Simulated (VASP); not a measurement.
Given:

```
GaN
1.0
    0.00000     2.25063     2.25063
    2.25063     0.00000     2.25063
    2.25063     2.25063     0.00000
Ga N
1 1
Cartesian
  0.00000   0.00000   0.00000
  1.12531   1.12531   1.12531
```

Computed with PBE GGA with D4 dispersion, VASP's PBE PAW potentials (set 64) (plane waves; VASP 6.6.1). Numerical set-up: 520 eV cut-off, Gaussian smearing of 0.050 eV, potentials Ga_d N.

Task: Give the energies of bands 7 to 11 at the high-symmetry points, in eV from the valence-band maximum.

Result: 
```csv
band,Γ,X,U,L,W
7,0.00,-6.14,-5.88,-7.06,-5.71
8,0.00,-2.71,-4.27,-0.97,-3.71
9,0.00,-2.71,-2.18,-0.97,-3.66
10,1.75,3.35,5.00,4.67,6.23
11,10.33,6.69,7.89,8.75,8.42
```

The gap is direct, 1.75 eV, from the valence maximum at Γ to the conduction minimum at Γ.

The compound is GaN in the zinc blende structure, a metastable form; wurtzite is the usual one. It was relaxed first.
